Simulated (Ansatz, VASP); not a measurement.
# H18SO8: VASP beside Ansatz

```xyz
27
Lattice="6.6943 0.0000 0.0000 0.0000 6.6943 0.0000 0.0000 0.0000 6.6943" Properties=species:S:1:pos:R:3 pbc="T T T"
O     2.3132    4.3165    1.9380
O     4.0821    6.2506    0.9961
O     6.3096    4.3554    2.2509
O     5.5130    4.8128    5.9353
O     5.9348   -0.0997    3.7347
O     4.4039    2.3201    4.5729
O     2.9102    5.0387    4.5733
O     3.5641    2.2566    0.6187
H     2.8285    5.0491    1.5098
H     2.6930    3.5048    1.5178
H     4.7383    6.2659    1.7185
H     4.5793    5.7697    0.2628
H     7.2767    4.3099    2.0294
H     5.8621    4.1384    1.4105
H     5.7580    5.4678    5.2385
H     4.9520    4.1849    5.4369
H     6.7919    0.3104    3.9711
H     6.1433   -0.8866    3.1572
H     4.0476    2.8594    3.8490
H     4.8633    1.5682    4.1414
H     2.7415    5.9882    4.6838
H     2.5915    4.8062    3.6681
H     3.8095    2.3804   -0.3254
H     3.8015    1.3107    0.7963
H     0.2432    2.5271    5.8155
H     1.8143    1.7306    6.6889
S     0.6351    1.2786    6.1754
```

Alike in both runs: functional PBE; dispersion D3(BJ); k mesh 1 × 1 × 1; occupations fermi-dirac, width 0.05 eV; no spin polarisation.

Ansatz relaxed the structure, and its values are those at the end. VASP's run is a single point on that final structure, the one shown.

|  | VASP | Ansatz |
| --- | --- | --- |
| version | VASP 6.6.1 | Ansatz 0.2.0 |
| potentials or method | VASP PAW PBE potentials, release 64 (O, H, S) | scalar-relativistic, plane waves, PAW |
| plane-wave cutoff (eV) | 520 | 420 |
| valence electrons in the cell | 72 | 72 |

Ansatz gave:

- gap on the k mesh at the Fermi level (eV): 4.02
- rms of the force components (eV/Å): 0.058
- dispersion energy (meV/atom): -36.4

Task: Which values does VASP return?

Result: gap on the k mesh at the Fermi level (eV): 4.04; rms of the force components (eV/Å): 0.066; dispersion energy (meV/atom): -36.4.

Ansatz warned: «xc_potential_rough_in_thin_density».

As with any semilocal functional, this PBE gap is likely too small.
